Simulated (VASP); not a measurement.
Given:

```xyz
3
Lattice="2.1033 -3.6429 0.0000 2.1033 3.6429 0.0000 0.0000 0.0000 5.9614" Properties=species:S:1:pos:R:3 pbc="T T T"
Te     2.7036    -2.6031     3.9743
Te     3.0058     0.0000     5.9614
Te     2.7036     2.6031     1.9871
```

Method: r2SCAN meta-GGA, VASP's PBE PAW potentials (set 64) (plane waves; VASP 6.6.1). Numerical set-up: 500 eV cut-off, 6×6×4 Γ-centred mesh, Gaussian smearing of 0.050 eV, potentials Te.

Energy and stress use the plane-wave basis of the starting cell.

Problem. The ions, cell shape and volume at an external pressure of 10.0 GPa are relaxed. Give the cell that the relaxation ends in.

Solution. 
```xyz
3
Lattice="2.0194 -3.4978 0.0000 2.0194 3.4978 0.0000 0.0000 0.0000 5.9674" Properties=species:S:1:pos:R:3 pbc="T T T"
Te     2.6196    -2.4583     3.9783
Te     2.8386     0.0000     0.0000
Te     2.6196     2.4583     1.9891
```
Space group P3_121 (152), at a tolerance of 0.03 Å.

Problem. How do energy and volume change from the first to the last step?

Solution. The energy (σ→0) changes by +107.5 meV/atom and the volume by -7.7 %, in 12 ionic steps.

The compound is Te in the trig structure. This run relaxes it under an external pressure of 10 GPa. Symmetry was kept, so distortions that lower it aren't found.
